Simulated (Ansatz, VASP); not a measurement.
# SiO2 (Quartz): VASP beside Ansatz, part 2 of 2

One calculation is typed for both programs; each brings its own data sets. How far apart do they land? The cell is taken from a series of runs on this material, whose earlier steps may have relaxed, scaled, displaced or heated it; both programs get it as it stands.

VASP 6.6.1 and Ansatz 0.2.0.

So far. Step 2 (VASP: single point, PBE0): The run ends at a pressure of 1.61 GPa, with forces up to 0.029 eV/Å.

## Step 3: Ansatz: single point, PBE0

Level of this step: Ansatz beside VASP: Kohn-Sham DFT, plane waves, PBE0 (Ansatz).

Ansatz runs on its default PAW (the set named soft_2) files.

The same cell, functional and mesh now go to Ansatz, which takes its cutoff from its data sets.

Input file input.yaml:

```yaml
crystal:
  lattice:
    - [4.9158, 0.0, 0.0]
    - [-2.4579, 4.2572076799, 0.0]
    - [0.0, 0.0, 5.4091]
  atoms:
    - { symbol: Si, position: [0.5303, 0.0, 0.3333333333] }
    - { symbol: Si, position: [0.0, 0.5303, 0.6666666667] }
    - { symbol: Si, position: [0.4697, 0.4697, 0.0] }
    - { symbol: O, position: [0.1462, 0.4142, 0.881] }
    - { symbol: O, position: [0.5858, 0.732, 0.2143333333] }
    - { symbol: O, position: [0.268, 0.8538, 0.5476666667] }
    - { symbol: O, position: [0.4142, 0.1462, 0.119] }
    - { symbol: O, position: [0.732, 0.5858, 0.7856666667] }
    - { symbol: O, position: [0.8538, 0.268, 0.4523333333] }
kpoints:
  mp_grid: { grid: [6, 6, 4] }
  band_path:
    path:
      - [0.0, 0.0, 0.0]
      - [0.5, 0.0, 0.0]
      - [0.33333333, 0.33333333, 0.0]
      - [0.0, 0.0, 0.5]
      - [0.5, 0.0, 0.5]
      - [0.33333333, 0.33333333, 0.5]
      - [0.0, 0.0, 0.05]
    npoints: 1
hamiltonian:
  xc: pbe0
scf:
  occupations: { method: fixed }
  n_extra_bands: 7
output:
  eigenvalues: true
  write_density: true
  write_potential: true
  elf: true
  volumetric_format: npy
```

Launch:

```bash
ansatz run input.yaml --threads 3 --pin off --max-ram 92160MiB --backend cuda --events-out ev --progress --plain --runs-dir out --devices 1 --max-vram 13GiB
```

Numbers of over 12 decimals in the logs are rounded to 6 here.

The program printed:

```text
scf.n_extra_bands = 7 over 24 filled bands (N_el = 48.0): the run solves 31 bands
GPUs: using 1 of 1 available (devices: 1).
Engine: ansatz 0.2.0, x86_64-unknown-linux-gnu
Pseudopotentials: kind: paw
Pseudopotential: Si, paw, valence charge 4, recommended cutoff 420 eV (normal), Si.paw.azcp
Pseudopotential: O, paw, valence charge 6, recommended cutoff 420 eV (normal), O.paw.azcp
Functional definition: PBE0
  parameter a = 0.25
  parameter kappa = 0.804
  parameter beta = 0.066725
  exchange = (1 - a)*pbe_x(kappa = kappa, mu = beta*pi^2/3) + a*exact_x
  correlation = pbe_c(beta = beta)
davidson cushion auto → on  (no smearing: the cushion is to keep the highest requested band from converging to the state above it; pin scf.eigensolver.cushion to override)
device memory: the entry about to start is reckoned to put 1.3 GiB on a device that reports 46.2 GiB free (of which the cap on the GPU budget leaves the run 13.0 GiB)
GPU FFT provider: cuFFT
GPU libraries: cuBLAS 13.8.2, cuFFT 12.4.0, cuSOLVER 12.3.4
Crystal: 9 atoms, lattice volume = 113.199 Å³
Basis set: ecut = 420 eV, 2209 PW (Γ)
Bands: 31, of which v1, the nominal top of the filled ones, is band 24 counted from 1 (23 counted from 0)
Symmetry: 6 space group operations
Space group: P3121 (ITA 152), of the structure as read, at distance tolerance 4.8e-5 Å
k-points: 24 of 144 (time reversal used)
Non-local potential: Si, projectors of the file, l = 0: 2, l = 1: 2, l = 2: 2
Non-local potential: O, projectors of the file, l = 0: 2, l = 1: 2, l = 2: 1
PAW form: soft (Blöchl's): semilocal exchange-correlation on the pseudo side does not see the compensation charge
PAW frozen core: Si, regenerated for the run's functional, and the local potential with it (the file was generated under x = pbe(κ = 0.804, μ = 0.219515), c = pbe(β = 0.066725))
PAW frozen core: O, regenerated for the run's functional, and the local potential with it (the file was generated under x = pbe(κ = 0.804, μ = 0.219515), c = pbe(β = 0.066725))
PAW one-centre angular grid: Si, 110 points (default); XC on 64 Gauss nodes
PAW one-centre angular grid: O, 110 points (default); XC on 64 Gauss nodes
Initial density: superposition of atomic densities (neutral atoms: chi_scale 0, normalization atom), corrected by the library's trained network
Initial wavefunctions: pseudopotential atomic-orbital guess
GPU buffer pool allocated for 51840 grid points (all kernels)
GPU transforms: local potential and band sums: pruned to the plane-wave sphere, on 36×36×40
Functional: x = pbe(κ = 0.804, μ = 0.219515), c = pbe(β = 0.066725), warm-up for x = 0.75 pbe(κ = 0.804, μ = 0.219515) + 0.25 exact, c = pbe(β = 0.066725)
SCF iter   1: F=—  HF=-5322.119641 eV  |F-HF|=—  |Δ(HF+E_count)|=         —  Δρ=1.17e-3  dr2=7.85e-4  ethr=1.77e-3  ⟨swp⟩=2.0  Hψ=5688  notcnv=0
preconditioner: auto → none  [insulator: Δε(μ)=5.994 eV  Ē_g=16.598 eV  n_scr=22 (ndim 8)  ℏωp=24.2 eV  f_vac=0.113]
iter 2 solved again at ethr=1.43e-7 eV; its pass at ethr=1.64e-6 eV (dr2=6.88e-5 eV) is discarded
SCF iter   2: F=-5322.121419 eV  HF=-5322.120936 eV  |F-HF|=4.83e-4  |Δ(HF+E_count)|=   1.30e-3  Δρ=5.21e-4  dr2=6.84e-5  ethr=1.43e-7  ⟨swp⟩=2.2  Hψ=4245  notcnv=0
SCF 1 stopped early in 2 iterations: F = -5322.121419 eV  dr2 = 6.84e-5
  greatest PAW one-centre occupation: 0.863 electrons in one spin orbital (limit 2), on the O atom at site 7 (counted from 0), in its partial waves of l = 0
device memory: the entry about to start is reckoned to put 1.6 GiB (of the 1.8 GiB reckoned in all, the device holds 0.2 GiB already) on a device that reports 49.0 GiB free (of which the cap on the GPU budget leaves the run 12.9 GiB)
GPU FFT provider: cuFFT
GPU libraries: cuBLAS 13.8.2, cuFFT 12.4.0, cuSOLVER 12.3.4
Initial density: handed on by an earlier stage of this run
Initial wavefunctions: those handed on with the density
GPU buffer pool allocated for 51840 grid points (all kernels)
GPU transforms: local potential and band sums: pruned to the plane-wave sphere, on 36×36×40
Functional: x = 0.75 pbe(κ = 0.804, μ = 0.219515) + 0.25 exact, c = pbe(β = 0.066725)
Exchange kernel: α = 0.2500, full range, Wigner–Seitz truncation, v(0) = 22013.5634 eV·Å³, q-mesh 6×6×4, nearest image of the exchange supercell L = 21.64 Å, pair-density grid 24×24×27, without the augmentation charges, whose exchange is taken in its separable form by FFT convolution over the k-point mesh (sized by the pseudopotential files, 30×30×40 at the most), smooth part of the exact exchange by density-matrix convolution in up to 5.00 GiB of GPU memory as planned if the GPU has room (build and FFT work areas not counted)
Frozen-core exchange: fock
SCF iter   1: F=—  HF=-5324.296626 eV  |F-HF|=—  |Δ(HF+E_count)|=         —  Δρ=6.44e-3  dr2=3.55e-2  ethr=1.42e-6  ⟨swp⟩=8.0  Hψ=4192  notcnv=0
preconditioner: auto → none  [insulator: Δε(μ)=8.589 eV  Ē_g=19.899 eV  n_scr=22 (ndim 8)  ℏωp=24.2 eV  f_vac=0.112]
SCF iter   2: F=—  HF=-5324.284874 eV  |F-HF|=—  |Δ(HF+E_count)|=   1.18e-2  Δρ=3.52e-3  dr2=6.50e-3  ethr=1.42e-6  ⟨swp⟩=4.3  Hψ=3034  notcnv=0
SCF iter   3: F=—  HF=-5324.302984 eV  |F-HF|=—  |Δ(HF+E_count)|=   1.81e-2  Δρ=1.61e-3  dr2=2.90e-3  ethr=1.42e-6  ⟨swp⟩=4.2  Hψ=2633  notcnv=0
SCF iter   4: F=—  HF=-5324.302053 eV  |F-HF|=—  |Δ(HF+E_count)|=   9.31e-4  Δρ=1.38e-4  dr2=5.33e-5  ethr=1.42e-6  ⟨swp⟩=4.0  Hψ=2408  notcnv=0
SCF iter   5: F=—  HF=-5324.302396 eV  |F-HF|=—  |Δ(HF+E_count)|=   3.43e-4  Δρ=2.30e-4  dr2=5.42e-5  ethr=2.12e-8  ⟨swp⟩=5.0  Hψ=2958  notcnv=0
SCF iter   6: F=-5324.302379 eV  HF=-5324.302380 eV  |F-HF|=9.37e-7  |Δ(HF+E_count)|=   1.65e-5  Δρ=3.39e-5  dr2=2.48e-6  ethr=2.12e-8  ⟨swp⟩=4.0  Hψ=2830  notcnv=0
SCF 2 stopped early in 6 iterations: F = -5324.302379 eV  dr2 = 2.48e-6
  greatest PAW one-centre occupation: 0.866 electrons in one spin orbital (limit 2), on the O atom at site 6 (counted from 0), in its partial waves of l = 0
hybrid outer 1: dexx = +2.097e-2 eV, tail = 3.42e-5 eV
GPU FFT provider: cuFFT
GPU libraries: cuBLAS 13.8.2, cuFFT 12.4.0, cuSOLVER 12.3.4
GPU buffer pool allocated for 51840 grid points (all kernels)
GPU transforms: local potential and band sums: pruned to the plane-wave sphere, on 36×36×40
Exchange kernel: α = 0.2500, full range, Wigner–Seitz truncation, v(0) = 22013.5634 eV·Å³, q-mesh 6×6×4, nearest image of the exchange supercell L = 21.64 Å, pair-density grid 24×24×27, without the augmentation charges, whose exchange is taken in its separable form by FFT convolution over the k-point mesh (sized by the pseudopotential files, 30×30×40 at the most), smooth part of the exact exchange by density-matrix convolution in up to 5.00 GiB of GPU memory as planned if the GPU has room (build and FFT work areas not counted)
Frozen-core exchange: fock
SCF iter   1: F=—  HF=-5324.302563 eV  |F-HF|=—  |Δ(HF+E_count)|=         —  Δρ=3.95e-5  dr2=4.92e-7  ethr=3.57e-7  ⟨swp⟩=3.5  Hψ=1822  notcnv=0
preconditioner: auto → none  [insulator: Δε(μ)=8.595 eV  Ē_g=19.883 eV  n_scr=22 (ndim 8)  ℏωp=24.2 eV  f_vac=0.123]
SCF iter   2: F=—  HF=-5324.302564 eV  |F-HF|=—  |Δ(HF+E_count)|=   1.30e-6  Δρ=2.82e-5  dr2=5.82e-7  ethr=8.83e-10  ⟨swp⟩=5.8  Hψ=3120  notcnv=0  defer=5
iter 3 solved again at ethr=1.45e-11 eV; its pass at ethr=8.83e-10 eV (dr2=6.97e-9 eV) is discarded
SCF iter   3: F=-5324.302564 eV  HF=-5324.302564 eV  |F-HF|=1.06e-8  |Δ(HF+E_count)|=   1.77e-7  Δρ=5.08e-6  dr2=1.15e-8  ethr=1.45e-11  ⟨swp⟩=4.0  Hψ=4157  notcnv=0
SCF 3 converged in 3 iterations: F = -5324.302564 eV  dr2 = 1.15e-8
  greatest PAW one-centre occupation: 0.866 electrons in one spin orbital (limit 2), on the O atom at site 8 (counted from 0), in its partial waves of l = 0
hybrid outer 2: dexx = +6.125e-7 eV, tail = 3.86e-8 eV, Δε = 1.13e-3 eV (about 4.45e-5 eV left of the loop's levels)
device memory: the entry about to start is reckoned to put 0.6 GiB on a device that reports 47.9 GiB free (of which the cap on the GPU budget leaves the run 13.0 GiB)
NSCF: frozen V_eff on 7 k-points
hybrid SCF converged: 2 outer / 9 inner (+2 warm-up), last move |dexx| = 6.12e-7 eV, tail = 3.86e-8 eV
Stability not checked: this state was not tested for a lower state beside it, because the functional holds exact exchange (a hybrid, or Hartree-Fock), whose exchange loop this test does not read (fock_operator; see scf.lower_state_search)
Free energy (F): -5324.302564 eV
Frozen-core exchange: fock
Harris-Foulkes:  -5324.302564 eV  (|F-HF|=1.06e-8)
Internal energy: -5324.302564 eV  (E = F + TS)
E sigma→0 (E₀):  -5324.302564 eV
Fermi energy:    0.788960 eV
--- Per-component energies (eV) ---
  E_band       = -313.314606
  E_kinetic    = 1216.789374
  E_local      = -2960.825626  (includes V_loc(G=0)·N_el)
  E_nonlocal   = 353.601536
  E_hartree    = 1066.167942
  E_xc         = -474.300411
  E_vxc        = -550.938350  (∫ρ·V_xc dr)
  E_exx        = -158.509193  (= α·E_x^exact, valence–valence)
  E_paw        = -2477.945103  (= ΣΔE_a)
  E_vpaw       = -187.274668  (= ΣTr[D̂ρ^β])
  E_aug_tail   = 0.015540  (compensation charges beyond the density's cutoff)
  E_ewald      = -1888.974903
  E_core_change = -0.321718  (= ΣΔE_core)
  E_smearing   = -0.000000  (= −TS)
  E_closure    = -0.000000  (closes the sum)
  Σ components = -5324.302564   (vs F -5324.302564, Δ=9.09e-13)
--- Band table (eV; the first three rows and the last of 24) ---
  k-point 0: bands = [... 20 lower, -0.2788, 0.0551, 0.4597, 0.4597, 9.3840, 12.8378, 12.8378, 13.3440, ... 3 higher]
  k-point 1: bands = [... 20 lower, -0.3316, 0.2169, 0.5436, 0.6873, 10.0034, 12.6882, 12.7300, 12.8050, ... 3 higher]
  k-point 2: bands = [... 20 lower, -0.4646, 0.5558, 0.5558, 0.6856, 11.4207, 11.4207, 12.4910, 13.3533, ... 3 higher]
  k-point 23: bands = [... 20 lower, -0.1974, -0.0144, 0.1657, 0.1657, 12.7734, 13.3126, 13.3126, 13.6933, ... 3 higher]
```

Reading the cycles: dr2 is the Hartree energy of the density residual (eV), the measure of convergence; HF is the Harris–Foulkes estimate of the energy, which meets the free energy F at convergence.

## Step 4: Differences

Known differences besides the potentials themselves: exact exchange at q = 0 is treated differently, which shows on coarse meshes; VASP keeps PBE cores, Ansatz makes them for the functional; fixed occupations in Ansatz, narrow Gaussian smearing in VASP; the cutoff is 420 eV in Ansatz and 520 eV in VASP; VASP takes a coarser grid for exact exchange (PRECFOCK = Fast). Total energies have different zeros and are not compared.

The two programs side by side:

```
              quantity  Ansatz   VASP  difference
gap on the k mesh (eV)   8.595  8.600      -0.005
```

A gap on the mesh is an upper bound, since the band edges may lie between its points.

## Step 5: Outcome

```json
{
  "difference in gap on the k mesh (single point, PBE0)": "-0.0053 eV"
}
```

The difference in gap on the k mesh is -0.0053 eV (single point, PBE0), within the 0.08 eV picked in this series as the mark of a large difference. Such differences can come from data sets, numerical settings and the points named under the comparisons, not from the functional's error against experiment.

[Lines on the potential files, build, host, timing and source positions are cut from VASP's logs without a mark.]

[Logs are printed without paths, hosts, clocks, repeated set-up lines and the standing remarks that a program may print on its own settings, such as how far it seeks lower states.]

[Hosts, paths, dates, database ids (printed as entryN), source tags and the programs' standing remarks are cut or masked in the printed files.]
